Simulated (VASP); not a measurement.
Output of a VASP run:

### OUTCAR
```
 ion  position               nearest neighbor table
   1  0.667  0.333  0.500-   4 1.98   4 1.98   4 1.98   3 1.99   2 3.24   2 3.24   2 3.24   2 3.24
                             2 3.24   2 3.24
   2  0.333  0.667  0.000-   3 1.98   3 1.98   3 1.98   4 1.99   1 3.24   1 3.24   1 3.24   1 3.24
                             1 3.24   1 3.24
   3  0.667  0.333  0.877-   2 1.98   2 1.98   2 1.98   1 1.99
   4  0.333  0.667  0.377-   1 1.98   1 1.98   1 1.98   2 1.99
  LATTYP: Found a hexagonal cell.
 ALAT       =     3.2455452270
 C/A-ratio  =     1.6262728205
 Subroutine PRICEL returns:
 Original cell was already a primitive cell.
 Subroutine GETGRP returns: Found 12 space group operations
The static configuration has the point symmetry C_3v.
 The point group associated with its full space group is C_6v.
The dynamic configuration has the point symmetry C_3v.
 Subroutine INISYM returns: Found 12 space group operations
 Subroutine IBZKPT returns following result:
 Found     95 irreducible k-points:

 Following reciprocal coordinates:
            Coordinates               Weight
  0.000000  0.000000  0.000000      1.000000
  0.083333 -0.000000  0.000000      6.000000
  0.166667 -0.000000  0.000000      6.000000
  0.250000  0.000000  0.000000      6.000000
  0.333333 -0.000000  0.000000      6.000000
  0.416667 -0.000000  0.000000      6.000000
  0.500000  0.000000  0.000000      3.000000
  0.083333  0.083333  0.000000      6.000000
  0.166667  0.083333  0.000000     12.000000
  0.250000  0.083333  0.000000     12.000000
  0.333333  0.083333  0.000000     12.000000
  0.416667  0.083333  0.000000     12.000000
  0.166667  0.166667  0.000000      6.000000
  0.250000  0.166667  0.000000     12.000000
  0.333333  0.166667  0.000000     12.000000
  0.416667  0.166667  0.000000      6.000000
  0.250000  0.250000  0.000000      6.000000
  0.333333  0.250000  0.000000     12.000000
  0.333333  0.333333  0.000000      2.000000
  0.000000  0.000000  0.125000      2.000000
  0.083333 -0.000000  0.125000     12.000000
  0.166667 -0.000000  0.125000     12.000000
  0.250000  0.000000  0.125000     12.000000
  0.333333 -0.000000  0.125000     12.000000
  0.416667 -0.000000  0.125000     12.000000
  0.500000  0.000000  0.125000      6.000000
  0.083333  0.083333  0.125000     12.000000
  0.166667  0.083333  0.125000     24.000000
  0.250000  0.083333  0.125000     24.000000
  0.333333  0.083333  0.125000     24.000000
  0.416667  0.083333  0.125000     24.000000
  0.166667  0.166667  0.125000     12.000000
  0.250000  0.166667  0.125000     24.000000
  0.333333  0.166667  0.125000     24.000000
  0.416667  0.166667  0.125000     12.000000
  0.250000  0.250000  0.125000     12.000000
  0.333333  0.250000  0.125000     24.000000
  0.333333  0.333333  0.125000      4.000000
  0.000000  0.000000  0.250000      2.000000
  0.083333 -0.000000  0.250000     12.000000
 Subroutine IBZKPT_HF returns following result:
   k-points           NKPTS =     95   k-points in BZ     NKDIM =   1152   number of bands    NBANDS=     12
   number of dos      NEDOS =    301   number of ions     NIONS =      4
   total plane-waves  NPLWV =   7168
   dimension x,y,z NGX =    16 NGY =   16 NGZ =   28
   dimension x,y,z NGXF=    32 NGYF=   32 NGZF=   56
   ions per type =               2   2
   PREC   = normal    normal or accurate (medium, high low for compatibility)
   ISTART =      1    job   : 0-new  1-cont  2-samecut
   ICHARG =      0    charge: 1-file 2-atom 10-const
   ISPIN  =      1    spin polarized calculation?
   LNONCOLLINEAR =      F non collinear calculations
   LSORBIT =      F    spin-orbit coupling
   INIWAV =      1    electr: 0-lowe 1-rand  2-diag
   ENCUT  =  400.0 eV  29.40 Ry    5.42 a.u.   5.29  5.29  8.61*2*pi/ulx,y,z
   NELM   =     50;   NELMIN=  4; NELMDL=  0     # of ELM steps
   EDIFF  = 0.1E-04   stopping-criterion for ELM
   LREAL  =      F    real-space projection
...
```

### OSZICAR
```
       N       E                     dE             d eps       ncg     rms          rms(c)
DAV:   1    -0.295608423433E+02   -0.29561E+02   -0.11165E+00  2816   0.104E+01    0.227E+00
DAV:   2    -0.295694528981E+02   -0.86106E-02   -0.30871E-02  2880   0.119E+00    0.155E+00
DAV:   3    -0.295665789074E+02    0.28740E-02   -0.10121E-03  2836   0.290E-01    0.893E-01
DAV:   4    -0.295655319235E+02    0.10470E-02   -0.55382E-04  2876   0.172E-01    0.500E-01
DAV:   5    -0.295651954427E+02    0.33648E-03   -0.13844E-04  2912   0.910E-02    0.278E-01
DAV:   6    -0.295650750460E+02    0.12040E-03   -0.42051E-05  2872   0.587E-02    0.155E-01
DAV:   7    -0.295650349227E+02    0.40123E-04   -0.15529E-05  1728   0.381E-02    0.860E-02
DAV:   8    -0.295650219993E+02    0.12923E-04   -0.62731E-06  1296   0.249E-02    0.475E-02
DAV:   9    -0.295650179807E+02    0.40186E-05   -0.17013E-06  1272   0.122E-02
   1 F= -.29565018E+02 E0= -.29565018E+02  d E =-.346182E-11
```

### OUTCAR
```
------------------------ aborting loop because EDIFF is reached ----------------------------------------
  volume of cell :       48.15
      direct lattice vectors                 reciprocal lattice vectors
     1.622772631 -2.810724606  0.000000000     0.308114637 -0.177890071  0.000000000
     1.622772631  2.810724606  0.000000000     0.308114637  0.177890071  0.000000000
     0.000000000  0.000000000  5.278141990     0.000000000  0.000000000  0.189460610
  FREE ENERGIE OF THE ION-ELECTRON SYSTEM (eV)
  ---------------------------------------------------
  free  energy   TOTEN  =       -29.5650179807 eV

  energy  without entropy=      -29.5650179807  energy(sigma->0) =      -29.56501798

  exchange ACFDT corr.  =         0.00000000  see jH, gK, PRB 81, 115126
```
(Selected blocks of OUTCAR.)

**POSCAR**
```
GaN
1
    1.6227726308    -2.8107246057     0.0000000000
    1.6227726308     2.8107246057     0.0000000000
    0.0000000000     0.0000000000     5.2781419904
Ga N
2 2
Direct
  0.6666670000   0.3333330000   0.5000000000
  0.3333330000   0.6666670000   0.0000000000
  0.6666670000   0.3333330000   0.8770000000
  0.3333330000   0.6666670000   0.3770000000
```

Q: Write an INCAR and KPOINTS that could have produced this output.

A: Several could match; the one computed here: the input of the run itself, HSE06 screened hybrid (exact exchange on a k-mesh reduced by 3x3x2), plane waves, VASP's PBE PAW potentials (set 64).

KPOINTS:
```
Automatic mesh
0
Gamma
12 12 8
0 0 0
```

**INCAR**
```
# general
SYSTEM   = GaN
PREC     = Normal
ENCUT    = 400
LREAL    = .FALSE.
LASPH    = .TRUE.
ISYM     = 3

# electronic loop
EDIFF    = 1E-5
NELM     = 50
NELMIN   = 4
ALGO     = Normal
LMAXMIX  = 4

# smearing
ISMEAR   = 0
SIGMA    = 0.05

# functional
GGA      = PE
LHFCALC  = .TRUE.
AEXX     = 0.25
HFSCREEN = 0.2
PRECFOCK = Fast

# ions
ISIF     = 0

# output
LWAVE    = .FALSE.
LCHARG   = .FALSE.

# other
NKREDX   = 3
NKREDY   = 3
NKREDZ   = 2
```

POTCAR, in this order: Ga N (PBE.64 set). Program: vasp_std. Read from the step before: WAVECAR.

Exact exchange is summed on a reduced mesh (NKRED).

The compound is GaN in the wurtzite structure. It was relaxed first, which changed the volume by +5 %. The cell's shape comes from a PBE relaxation.
